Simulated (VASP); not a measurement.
All values below come from PBEsol GGA, VASP's PBE PAW potentials (set 64) (plane waves; VASP).

VASP ran on this input.

KPOINTS:
```
Automatic
0
gamma
  5 5 1
```

### INCAR
```
SYSTEM = PbTe(100) slab
PREC = Normal
ENCUT = 400
EDIFF = 1E-5
NELM = 100
ALGO = Normal
LREAL = .FALSE.
LASPH = .TRUE.
ISMEAR = 0
SIGMA = 0.05
GGA = PS
LMAXMIX = 4
LWAVE = .TRUE.
LCHARG = .FALSE.
NELMIN = 4
LDIPOL = .TRUE.
IDIPOL = 3
DIPOL = 0.5 0.5 0.5
IBRION = 2
ISIF = 2
NSW = 50
EDIFFG = -0.03
```

### POSCAR
```
PbTe(100) slab
1
    4.5548761865    -0.0000000000    -0.0000000000
   -0.0000000000     4.5548761865     0.0000000000
    0.0000000000     0.0000000000    27.8403346664
Te Pb
4 4
Direct
  0.0000000000   0.5000000000   0.4421560000
  0.5000000000   0.0000000000   0.3264680000
  0.0000000000   0.5000000000   0.6735320000
  0.5000000000   0.0000000000   0.5578440000
  0.0000000000   0.5000000000   0.3264680000
  0.5000000000   0.0000000000   0.4421560000
  0.0000000000   0.5000000000   0.5578440000
  0.5000000000   0.0000000000   0.6735320000
```

POTCAR, in this order: Te Pb_d (PBE.64 set). Program: vasp_std.

What VASP printed:

File OUTCAR:
```
 ion  position               nearest neighbor table
   1  0.000  0.500  0.442-   6 3.22   6 3.22   6 3.22   6 3.22   5 3.22   7 3.22
   2  0.500  0.000  0.326-   5 3.22   5 3.22   5 3.22   5 3.22   6 3.22
   3  0.000  0.500  0.674-   8 3.22   8 3.22   8 3.22   8 3.22   7 3.22
   4  0.500  0.000  0.558-   7 3.22   7 3.22   7 3.22   7 3.22   8 3.22   6 3.22
   5  0.000  0.500  0.326-   2 3.22   2 3.22   2 3.22   2 3.22   1 3.22
   6  0.500  0.000  0.442-   1 3.22   1 3.22   1 3.22   1 3.22   2 3.22   4 3.22
   7  0.000  0.500  0.558-   4 3.22   4 3.22   4 3.22   4 3.22   3 3.22   1 3.22
   8  0.500  0.000  0.674-   3 3.22   3 3.22   3 3.22   3 3.22   4 3.22
  LATTYP: Found a simple tetragonal cell.
 ALAT       =     4.5548761865
 C/A-ratio  =     6.1122044873
 Subroutine PRICEL returns:
 Original cell was already a primitive cell.
 Subroutine GETGRP returns: Found 16 space group operations
The static configuration has the point symmetry D_2d.
 The point group associated with its full space group is D_4h.
The dynamic configuration has the point symmetry D_2d.
 Subroutine INISYM returns: Found 16 space group operations
 Subroutine IBZKPT returns following result:
 Found      6 irreducible k-points:

 Following reciprocal coordinates:
            Coordinates               Weight
  0.000000  0.000000  0.000000      1.000000
...
```

OSZICAR:
```
...
DAV:   5    -0.322608874830E+02   -0.24893E-03   -0.18867E-03   848   0.339E-01    0.859E-02
DAV:   6    -0.322610179179E+02   -0.13043E-03   -0.30416E-04   680   0.103E-01    0.767E-02
DAV:   7    -0.322611184949E+02   -0.10058E-03   -0.11521E-04   584   0.823E-02    0.272E-02
DAV:   8    -0.322611416403E+02   -0.23145E-04   -0.16382E-05   496   0.410E-02    0.184E-02
DAV:   9    -0.322611652362E+02   -0.23596E-04   -0.63359E-06   432   0.141E-02    0.998E-03
DAV:  10    -0.322611942628E+02   -0.29027E-04   -0.62111E-06   472   0.116E-02    0.153E-03
DAV:  11    -0.322612018442E+02   -0.75815E-05   -0.11563E-06   416   0.887E-03
   4 F= -.32261202E+02 E0= -.32261202E+02  d E =0.314830E-01
       N       E                     dE             d eps       ncg     rms          rms(c)
DAV:   1    -0.319701418109E+02    0.29105E+00   -0.33492E+02   768   0.848E+01    0.186E+00
DAV:   2    -0.324040541369E+02   -0.43391E+00   -0.46325E+00   672   0.125E+01    0.650E-01
DAV:   3    -0.324186082543E+02   -0.14554E-01   -0.17713E-01   848   0.305E+00    0.434E-01
DAV:   4    -0.324188001732E+02   -0.19192E-03   -0.59887E-03   808   0.759E-01    0.321E-01
DAV:   5    -0.324190761455E+02   -0.27597E-03   -0.20291E-03   680   0.419E-01    0.987E-02
DAV:   6    -0.324189672238E+02    0.10892E-03   -0.65276E-04   664   0.302E-01    0.712E-02
DAV:   7    -0.324189818587E+02   -0.14635E-04   -0.68053E-05   688   0.533E-02    0.518E-02
DAV:   8    -0.324189932188E+02   -0.11360E-04   -0.37907E-06   424   0.220E-02    0.250E-02
DAV:   9    -0.324190010307E+02   -0.78119E-05   -0.42045E-06   424   0.126E-02
   5 F= -.32419001E+02 E0= -.32419001E+02  d E =-.126316E+00
       N       E                     dE             d eps       ncg     rms          rms(c)
DAV:   1    -0.324153616781E+02    0.36315E-02   -0.20426E+00   624   0.522E+00    0.168E-01
DAV:   2    -0.324198638644E+02   -0.45022E-02   -0.48076E-02   800   0.150E+00    0.685E-02
DAV:   3    -0.324198159525E+02    0.47912E-04   -0.69680E-04   888   0.203E-01    0.451E-02
DAV:   4    -0.324198009772E+02    0.14975E-04   -0.11973E-04   704   0.945E-02    0.218E-02
DAV:   5    -0.324198062901E+02   -0.53130E-05   -0.13724E-05   392   0.457E-02
   6 F= -.32419806E+02 E0= -.32419806E+02  d E =-.127121E+00
       N       E                     dE             d eps       ncg     rms          rms(c)
DAV:   1    -0.324129371667E+02    0.68638E-02   -0.59545E+00   648   0.882E+00    0.300E-01
DAV:   2    -0.324302585234E+02   -0.17321E-01   -0.18801E-01   848   0.298E+00    0.157E-01
DAV:   3    -0.324300106811E+02    0.24784E-03   -0.19856E-03   888   0.485E-01    0.957E-02
DAV:   4    -0.324299313054E+02    0.79376E-04   -0.46262E-04   712   0.195E-01    0.606E-02
DAV:   5    -0.324298998971E+02    0.31408E-04   -0.11061E-04   720   0.136E-01    0.253E-02
DAV:   6    -0.324299055999E+02   -0.57029E-05   -0.77892E-05   608   0.801E-02
   7 F= -.32429906E+02 E0= -.32429906E+02  d E =-.100993E-01
       N       E                     dE             d eps       ncg     rms          rms(c)
DAV:   1    -0.323940748867E+02    0.35825E-01   -0.13278E+01   648   0.132E+01    0.453E-01
DAV:   2    -0.324387494854E+02   -0.44675E-01   -0.47481E-01   848   0.438E+00    0.229E-01
DAV:   3    -0.324383530759E+02    0.39641E-03   -0.50223E-03   896   0.650E-01    0.139E-01
DAV:   4    -0.324382099588E+02    0.14312E-03   -0.89224E-04   720   0.261E-01    0.893E-02
DAV:   5    -0.324381531721E+02    0.56787E-04   -0.18928E-04   744   0.146E-01    0.403E-02
DAV:   6    -0.324381626596E+02   -0.94875E-05   -0.14441E-04   672   0.107E-01    0.208E-02
DAV:   7    -0.324381646071E+02   -0.19475E-05   -0.10792E-05   408   0.354E-02
   8 F= -.32438165E+02 E0= -.32438165E+02  d E =-.183583E-01
       N       E                     dE             d eps       ncg     rms          rms(c)
DAV:   1    -0.324333199040E+02    0.48428E-02   -0.24297E+00   648   0.541E+00    0.180E-01
DAV:   2    -0.324390765732E+02   -0.57567E-02   -0.62603E-02   856   0.166E+00    0.916E-02
DAV:   3    -0.324390257863E+02    0.50787E-04   -0.87547E-04   872   0.221E-01    0.533E-02
DAV:   4    -0.324390046635E+02    0.21123E-04   -0.88304E-05   648   0.798E-02    0.357E-02
DAV:   5    -0.324389989234E+02    0.57401E-05   -0.58472E-05   600   0.786E-02
   9 F= -.32438999E+02 E0= -.32438999E+02  d E =-.191926E-01
       N       E                     dE             d eps       ncg     rms          rms(c)
DAV:   1    -0.324290534071E+02    0.99513E-02   -0.61884E+00   648   0.906E+00    0.289E-01
DAV:   2    -0.324490434794E+02   -0.19990E-01   -0.21236E-01   816   0.291E+00    0.150E-01
DAV:   3    -0.324489139363E+02    0.12954E-03   -0.30769E-03   800   0.390E-01    0.107E-01
DAV:   4    -0.324487984975E+02    0.11544E-03   -0.25632E-04   784   0.132E-01    0.665E-02
DAV:   5    -0.324487426965E+02    0.55801E-04   -0.13602E-04   680   0.102E-01    0.279E-02
DAV:   6    -0.324487396585E+02    0.30380E-05   -0.50443E-05   656   0.535E-02
  10 F= -.32448740E+02 E0= -.32448740E+02  d E =-.974074E-02
       N       E                     dE             d eps       ncg     rms          rms(c)
DAV:   1    -0.322649902429E+02    0.18375E+00   -0.48655E+01   648   0.267E+01    0.816E-01
DAV:   2    -0.324596020502E+02   -0.19461E+00   -0.20071E+00   808   0.780E+00    0.397E-01
DAV:   3    -0.324600505797E+02   -0.44853E-03   -0.32090E-02   784   0.109E+00    0.298E-01
DAV:   4    -0.324595040238E+02    0.54656E-03   -0.22112E-03   808   0.348E-01    0.188E-01
DAV:   5    -0.324592634969E+02    0.24053E-03   -0.42399E-04   680   0.164E-01    0.107E-01
DAV:   6    -0.324591853175E+02    0.78179E-04   -0.57143E-04   696   0.195E-01    0.350E-02
DAV:   7    -0.324592430005E+02   -0.57683E-04   -0.88134E-05   640   0.772E-02    0.200E-02
DAV:   8    -0.324592649263E+02   -0.21926E-04   -0.54784E-06   424   0.195E-02    0.165E-02
DAV:   9    -0.324593011069E+02   -0.36181E-04   -0.78568E-06   424   0.200E-02    0.689E-03
DAV:  10    -0.324593287500E+02   -0.27643E-04   -0.34082E-06   416   0.957E-03    0.167E-03
DAV:  11    -0.324593652148E+02   -0.36465E-04   -0.68268E-06   456   0.864E-03    0.495E-03
DAV:  12    -0.324593708887E+02   -0.56739E-05   -0.58217E-07   392   0.644E-03
  11 F= -.32459371E+02 E0= -.32459371E+02  d E =-.203720E-01
       N       E                     dE             d eps       ncg     rms          rms(c)
DAV:   1    -0.324585266849E+02    0.83853E-03   -0.50871E-01   616   0.261E+00    0.614E-02
DAV:   2    -0.324594976833E+02   -0.97100E-03   -0.10289E-02   792   0.596E-01    0.282E-02
DAV:   3    -0.324595147229E+02   -0.17040E-04   -0.27274E-04   824   0.117E-01    0.215E-02
DAV:   4    -0.324595134894E+02    0.12336E-05   -0.64171E-06   424   0.180E-02
  12 F= -.32459513E+02 E0= -.32459513E+02  d E =-.205146E-01
       N       E                     dE             d eps       ncg     rms          rms(c)
DAV:   1    -0.324594484648E+02    0.66258E-04   -0.30969E-02   616   0.644E-01    0.157E-02
DAV:   2    -0.324595089809E+02   -0.60516E-04   -0.62287E-04   792   0.139E-01    0.564E-03
DAV:   3    -0.324595098786E+02   -0.89776E-06   -0.13077E-05   416   0.222E-02    0.437E-03
DAV:   4    -0.324595100456E+02   -0.16694E-06   -0.24869E-06   352   0.125E-02
  13 F= -.32459510E+02 E0= -.32459510E+02  d E =-.205111E-01
       N       E                     dE             d eps       ncg     rms          rms(c)
DAV:   1    -0.324587431400E+02    0.76674E-03   -0.57644E-01   632   0.271E+00    0.808E-02
DAV:   2    -0.324597902007E+02   -0.10471E-02   -0.11173E-02   792   0.648E-01    0.320E-02
DAV:   3    -0.324598031495E+02   -0.12949E-04   -0.32146E-04   872   0.117E-01    0.207E-02
DAV:   4    -0.324598034503E+02   -0.30078E-06   -0.22774E-05   496   0.395E-02
  14 F= -.32459803E+02 E0= -.32459803E+02  d E =-.293405E-03
```

OUTCAR:
```
------------------------ aborting loop because EDIFF is reached ----------------------------------------
  FORCE on cell =-STRESS in cart. coord.  units (eV):
  Direction    XX          YY          ZZ          XY          YZ          ZX
  --------------------------------------------------------------------------------------
  Total       -0.2010594     -0.2010594      0.0103466      0.0000000     -0.0000000      0.0000000
  in kB       -0.5577086     -0.5577086      0.0286999      0.0000000     -0.0000000      0.0000000
  external PRESSURE =      -0.3622391 kB  Pullay stress =       0.0000000 kB
  volume of cell :      577.60
      direct lattice vectors                 reciprocal lattice vectors
     4.554876186  0.000000000  0.000000000     0.219544936  0.000000000  0.000000000
     0.000000000  4.554876186  0.000000000     0.000000000  0.219544936  0.000000000
     0.000000000  0.000000000 27.840334666     0.000000000  0.000000000  0.035919108
 POSITION                                       TOTAL-FORCE (eV/Angst)
 -----------------------------------------------------------------------------------
      0.00000      2.27744     12.33997         0.000000     -0.000000      0.002551
      2.27744      0.00000      9.04951         0.000000      0.000000      0.006287
      0.00000      2.27744     18.79082         0.000000     -0.000000     -0.006287
      2.27744      4.55488     15.50037         0.000000      0.000000     -0.002551
      0.00000      2.27744      9.30198         0.000000     -0.000000     -0.010391
      2.27744      0.00000     12.12795        -0.000000      0.000000     -0.013991
      4.55488      2.27744     15.71239         0.000000     -0.000000      0.013991
      2.27744      0.00000     18.53835         0.000000      0.000000      0.010391
 -----------------------------------------------------------------------------------
    total drift:                                0.000000     -0.000000      0.000000
  FREE ENERGIE OF THE ION-ELECTRON SYSTEM (eV)
  ---------------------------------------------------
  free  energy   TOTEN  =       -32.4598034503 eV

  energy  without entropy=      -32.4598034503  energy(sigma->0) =      -32.45980345

 reached required accuracy - stopping structural energy minimisation
```
(Selected blocks of OUTCAR.)

### CONTCAR
```
PbTe(100) slab
   1.00000000000000
     4.5548761864999996    0.0000000000000000    0.0000000000000000
     0.0000000000000000    4.5548761864999996    0.0000000000000000
     0.0000000000000000    0.0000000000000000   27.8403346664000004
  Te              Pb
     4     4
Direct
     0.0000000000000000    0.5000000000000000    0.4432406853406161
     0.5000000000000000    0.0000000000000000    0.3250504029929523
     0.0000000000000000    0.5000000000000000    0.6749495970070476
     0.5000000000000000    1.0000000000000000    0.5567593146593840
     0.0000000000000000    0.5000000000000000    0.3341189448031760
     0.5000000000000000    0.0000000000000000    0.4356251356402262
     1.0000000000000000    0.5000000000000000    0.5643748643597737
     0.5000000000000000    0.0000000000000000    0.6658810551968239
```

The cell is a thin slab with vacuum, built from PbTe (rock salt): (100) face.
